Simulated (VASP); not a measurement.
Calculation: r2SCAN meta-GGA, VASP's PBE PAW potentials (set 64) (plane waves; VASP).

A VASP calculation is set up with these files.

POSCAR:
```
MgO
1
    0.0000000000     2.0305756052     2.0305756052
    2.0305756052     0.0000000000     2.0305756052
    2.0305756052     2.0305756052    -0.0000000000
Mg O
1 1
Direct
  0.0000000000   0.0000000000   1.0000000000
  0.5000000000   0.5000000000   0.5000000000
```

### INCAR
```
ALGO  =  Normal
EDIFF  =  1E-7
EDIFFG  =  -0.01
ENCUT  =  600
IBRION  =  2
ISIF  =  3
ISMEAR  =  0
LASPH  =  T
LCHARG  =  F
LMIXTAU  =  T
LREAL  =  F
LWAVE  =  F
METAGGA  =  R2SCAN
NELM  =  100
NSW  =  40
PREC  =  Accurate
PSTRESS  =  200
SIGMA  =  0.05
SYSTEM  =  MgO
```

KPOINTS:
```
Automatic mesh
0
Gamma
10 10 10
0 0 0
```

POTCAR, in this order: Mg O (PBE.64 set). Program: vasp_std.

The run wrote:

**OSZICAR**
```
       N       E                     dE             d eps       ncg     rms          rms(c)
DAV:   1     0.105122860371E+02    0.10512E+02   -0.55989E+03   880   0.104E+03
DAV:   2    -0.193544426235E+02   -0.29867E+02   -0.28757E+02   920   0.160E+02
DAV:   3    -0.196863685074E+02   -0.33193E+00   -0.33193E+00   984   0.188E+01
DAV:   4    -0.196867060344E+02   -0.33753E-03   -0.33753E-03  1032   0.566E-01
DAV:   5    -0.196867064993E+02   -0.46492E-06   -0.46492E-06   976   0.145E-02    0.698E+00
DAV:   6    -0.158287785920E+02    0.38579E+01   -0.44849E+00   752   0.156E+01    0.210E+00
DAV:   7    -0.163282956744E+02   -0.49952E+00   -0.16567E+00   760   0.110E+01    0.202E+00
DAV:   8    -0.158643736366E+02    0.46392E+00   -0.21191E+00   752   0.129E+01    0.188E+00
DAV:   9    -0.160130292151E+02   -0.14866E+00   -0.65053E-01   752   0.686E+00    0.418E-01
DAV:  10    -0.160633988931E+02   -0.50370E-01   -0.42780E-02   768   0.218E+00    0.970E-02
DAV:  11    -0.160632836667E+02    0.11523E-03   -0.10312E-03   976   0.299E-01    0.480E-02
DAV:  12    -0.160633958052E+02   -0.11214E-03   -0.23279E-04   768   0.225E-01    0.297E-02
DAV:  13    -0.160633459117E+02    0.49894E-04   -0.26375E-04   784   0.225E-01    0.355E-03
DAV:  14    -0.160634564578E+02   -0.11055E-03   -0.24471E-05   792   0.832E-02    0.149E-03
DAV:  15    -0.160634484623E+02    0.79955E-05   -0.32842E-07   992   0.982E-03    0.142E-03
DAV:  16    -0.160634534562E+02   -0.49940E-05   -0.58565E-07   792   0.847E-03    0.215E-04
DAV:  17    -0.160634520317E+02    0.14246E-05   -0.59117E-08   784   0.413E-03    0.652E-05
DAV:  18    -0.160634524240E+02   -0.39229E-06   -0.21731E-09   456   0.686E-04    0.125E-05
DAV:  19    -0.160634520498E+02    0.37412E-06   -0.54417E-10   448   0.279E-04    0.114E-05
DAV:  20    -0.160634521415E+02   -0.91628E-07   -0.69205E-11   448   0.117E-04
   1 F= -.13973160E+02 E0= -.13973160E+02  d E =-.139732E+02
```

### OUTCAR
```
------------------------ aborting loop because EDIFF is reached ----------------------------------------
  FORCE on cell =-STRESS in cart. coord.  units (eV):
  Direction    XX          YY          ZZ          XY          YZ          ZX
  --------------------------------------------------------------------------------------
  Total        2.0963323      2.0963323      2.0963323      0.0000000      0.0000000      0.0000000
  in kB      200.5779644    200.5779644    200.5779644      0.0000000      0.0000000      0.0000000
  external PRESSURE =       0.5779644 kB  Pullay stress =     200.0000000 kB
  volume of cell :       16.75
      direct lattice vectors                 reciprocal lattice vectors
     0.000000000  2.030575605  2.030575605    -0.246235599  0.246235599  0.246235599
     2.030575605  0.000000000  2.030575605     0.246235599 -0.246235599  0.246235599
     2.030575605  2.030575605  0.000000000     0.246235599  0.246235599 -0.246235599
  FREE ENERGIE OF THE ION-ELECTRON SYSTEM (eV)
  ---------------------------------------------------
  free  energy   TOTEN  =       -16.0634521415 eV

  energy  without entropy=      -16.0634521415  energy(sigma->0) =      -16.06345214
  enthalpy is  TOTEN    =       -13.9731604127 eV   P V=        2.0902917288

 reached required accuracy - stopping structural energy minimisation
```
(Selected blocks of OUTCAR.)

File OUTCAR:
```
 val. band max:        3.6291639034   @ k =   0.0000   0.0000   0.0000

 cond. band min:      10.4215471643   @ k =   0.0000   0.0000   0.0000


 Fermi energy:         3.8380688227

 k-point     1 :       0.0000    0.0000    0.0000
  band No.  band energies     occupation
      1     -15.1681      2.00000
      2       3.6292      2.00000
      3       3.6292      2.00000
      4       3.6292      2.00000
      5      10.4215      0.00000
      6      21.1062      0.00000
      7      21.1062      0.00000
      8      21.1062      0.00000

 k-point     2 :       0.1000    0.0000    0.0000
  band No.  band energies     occupation
      1     -15.0430      2.00000
      2       2.9691      2.00000
      3       3.5452      2.00000
      4       3.5452      2.00000
      5      11.0312      0.00000
      6      19.8340      0.00000
      7      21.4012      0.00000
      8      21.4012      0.00000

 k-point     3 :       0.2000    0.0000    0.0000
  band No.  band energies     occupation
      1     -14.6976      2.00000
      2       1.5369      2.00000
      3       3.3329      2.00000
      4       3.3329      2.00000
      5      12.2230      0.00000
      6      18.3652      0.00000
      7      22.0578      0.00000
      8      22.0578      0.00000

 k-point     4 :       0.3000    0.0000    0.0000
  band No.  band energies     occupation
      1     -14.2278      2.00000
      2       0.0399      2.00000
      3       3.0841      2.00000
      4       3.0841      2.00000
      5      13.0388      0.00000
      6      17.9660      0.00000
      7      22.4140      0.00000
      8      22.4140      0.00000

 k-point     5 :       0.4000    0.0000    0.0000
  band No.  band energies     occupation
      1     -13.8030      2.00000
      2      -1.0770      2.00000
      3       2.8925      2.00000
      4       2.8925      2.00000
      5      13.2041      0.00000
      6      18.4441      0.00000
      7      22.3248      0.00000
...
```

The compound is MgO in the rock salt structure. It was relaxed first under an external pressure of 20 GPa.
